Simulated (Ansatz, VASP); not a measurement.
## One calculation of KGeF3, two programs

File POSCAR:

```
KGeF3
1.0
    4.2997786702      0.0000000000      0.0000000000
    0.0000000000      4.2997786702      0.0000000000
    0.0000000000      0.0000000000      4.2997786702
K Ge F
1 1 3
Direct
    0.0000000000      0.0000000000      0.0000000000
    0.5000000000      0.5000000000      0.5000000000
    0.5000000000      0.5000000000      0.0000000000
    0.5000000000      0.0000000000      0.5000000000
    0.0000000000      0.5000000000      0.5000000000
```

Contents of INCAR.step1:

```
SYSTEM = KGeF3
ALGO     = Normal         ! electronic algorithm
EDIFF    = 1E-4           ! SCF threshold, eV
ENCUT    = 520            ! plane-wave cutoff, eV
GGA      = PE             ! functional
ISMEAR   = 0              ! smearing method
LASPH    = .TRUE.         ! aspherical terms in the spheres
LCHARG   = .FALSE.        ! write CHGCAR
LREAL    = .FALSE.        ! projectors in reciprocal space
LWAVE    = .TRUE.         ! write WAVECAR
NBANDS   = 30             ! bands
NELM     = 100            ! most SCF steps
PREC     = Accurate       ! precision mode
SIGMA    = 0.01           ! smearing width, eV
```

INCAR.step2

```
SYSTEM = KGeF3
ALGO     = Normal         ! electronic algorithm
EDIFF    = 1E-6           ! SCF threshold, eV
ENCUT    = 520            ! plane-wave cutoff, eV
ISIF     = 2              ! what is computed and relaxed
ISMEAR   = 0              ! smearing method
ISTART   = 1            
LASPH    = .TRUE.         ! aspherical terms in the spheres
LCHARG   = .FALSE.        ! write CHGCAR
LMIXTAU  = .TRUE.       
LREAL    = .FALSE.        ! projectors in reciprocal space
LWAVE    = .FALSE.        ! write WAVECAR
METAGGA  = R2SCAN         ! meta-GGA
NBANDS   = 30             ! bands
NELM     = 100            ! most SCF steps
PREC     = Accurate       ! precision mode
SIGMA    = 0.01           ! smearing width, eV
```

Contents of KPOINTS:

```
k-points
0
G
  6 6 6
  0 0 0
```

Input for Ansatz:

```yaml
crystal:
  lattice:
    - [4.2997786702, 0.0, 0.0]
    - [0.0, 4.2997786702, 0.0]
    - [0.0, 0.0, 4.2997786702]
  atoms:
    - { symbol: K, position: [0.0, 0.0, 0.0] }
    - { symbol: Ge, position: [0.5, 0.5, 0.5] }
    - { symbol: F, position: [0.5, 0.5, 0.0] }
    - { symbol: F, position: [0.5, 0.0, 0.5] }
    - { symbol: F, position: [0.0, 0.5, 0.5] }
kpoints:
  mp_grid: { grid: [6, 6, 6] }
  band_path:
    path: [[0.0, 0.0, 0.0], [0.0, 0.5, 0.0], [0.5, 0.5, 0.0], [0.5, 0.5, 0.5]]
    npoints: 1
hamiltonian:
  xc: r2scan
scf:
  occupations: { method: fixed }
  n_extra_bands: 5
output:
  forces: true
  stress: true
  eigenvalues: true
```

Change from the starting cell: hydrostatic strain -2.0%.

Alike in both runs: task single point; functional r2SCAN; k mesh 6 × 6 × 6; no spin polarisation.

```csv
,VASP,Ansatz
version,VASP 6.6.1,Ansatz 0.2.0
potentials or method,"VASP PAW PBE potentials, release 64 (K_sv, Ge_d, F)","plane waves, PAW"
plane-wave cutoff (eV),520,500
occupations,"gaussian, width 0.01 eV",fixed
valence electrons in the cell,44,44
```

|  | VASP | Ansatz | Ansatz less VASP |
| --- | --- | --- | --- |
| gap on the k mesh at the Fermi level (eV) | 1.70 | 1.71 | +0.008 |
| pressure (GPa) | 3.8 | 4.0 | +0.19 |

Caveats: the PAW data sets were made with another functional, which shifts forces and pressure a little (VASP). A k mesh can miss the band edges.
